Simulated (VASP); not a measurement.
An input for Quantum ESPRESSO's pw.x (written as the equivalent of a VASP run, and not itself run):

```
&CONTROL
  calculation = 'scf'
  pseudo_dir = './pseudo'
  outdir = './out'
  tprnfor = .true.
  tstress = .true.
/
&SYSTEM
  ibrav = 0
  nat = 2
  ntyp = 2
  ecutwfc = 84
  occupations = 'smearing'
  smearing = 'gaussian'
  degauss = 0.003675
  input_dft = 'vdw-df-obk8'
/
&ELECTRONS
  conv_thr = 7.3e-09
  electron_maxstep = 100
/
ATOMIC_SPECIES
  Ba 137.327 Ba.upf
  O 15.999 O.upf
CELL_PARAMETERS angstrom
     0.0000000    2.7912275    2.7912275
     2.7912275    0.0000000    2.7912275
     2.7912275    2.7912275    0.0000000
ATOMIC_POSITIONS crystal
  Ba   0.0000000  0.0000000  0.0000000
  O    0.5000000  0.5000000  0.5000000
K_POINTS automatic
  8 8 8 0 0 0
```

**Question.** Translate this input to VASP (INCAR, KPOINTS, POSCAR, choice of POTCAR).

**Answer.** One answer among several that fit: 
### KPOINTS
```
Regular mesh
0
Gamma
 8 8 8
0 0 0
```

### INCAR
```
SYSTEM  =  BaO
PREC  =  Accurate; ENCUT  =  520; LREAL  =  .False.
LASPH  =  .True.
EDIFF  =  1E-7; NELM  =  100; ALGO  =  Normal
LMAXMIX  =  4
ISMEAR  =  0; SIGMA  =  0.05
GGA  =  BO; LUSE_VDW  =  .True.; AGGAC  =  0.0
PARAM1  =  0.1833333333; PARAM2  =  0.22
ISIF  =  2
LWAVE  =  .False.; LCHARG  =  .False.
```

File POSCAR:
```
BaO
5.5824550
  0.0000000000   0.4999999936   0.4999999936
  0.4999999936   0.0000000000   0.4999999936
  0.4999999936   0.4999999936   0.0000000000
Ba O
1 1
Cartesian
  0.0000000000   0.0000000000   0.0000000000
  0.4999999936   0.4999999936   0.4999999936
```

POTCAR, in this order: Ba_sv O (PBE.64 set). Program: vasp_std.

What does not carry over: the potentials are each code's own (VASP's PAW set, PseudoDojo norm-conserving files in pw.x), so ENCUT and ecutwfc are chosen apart and not converted; conv_thr bounds pw.x's estimated SCF error, while EDIFF bounds the energy change between steps.

The compound is BaO in the rock salt structure. It was relaxed first.
